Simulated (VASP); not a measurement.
Consider the following.

```
AlFe
1.0
    2.84730     0.00000     0.00000
    0.00000     2.84730     0.00000
    0.00000     0.00000     2.84730
Al Fe
1 1
Direct
  0.50000   0.50000   0.50000
  0.00000   0.00000   0.00000
```

Method: TPSS meta-GGA, VASP's PBE PAW potentials (set 64) (plane waves; VASP 6.6.1). Settings: 520 eV cut-off, 14×14×14 Γ-centred mesh, tetrahedra with Blöchl corrections, potentials Al Fe.

Question: What does the run give for the energy per atom (σ→0), band gap (over mesh and band path) with the smallest direct gap where there is one?

Answer: 
The band gap (over mesh and band path) comes out as none (metal, semimetal or under 0.01 eV). The energy per atom (σ→0) is -1180.7 kJ/mol of atoms.

Total energies compare only between runs with the same potentials, cut-off and functional.

The compound is FeAl in the CsCl type structure. It was relaxed first, which changed the volume by -6 %. The run is not spin-polarised, so no magnetic state was tried. The electron count is odd and the run is not spin-polarised, which forces a metal.
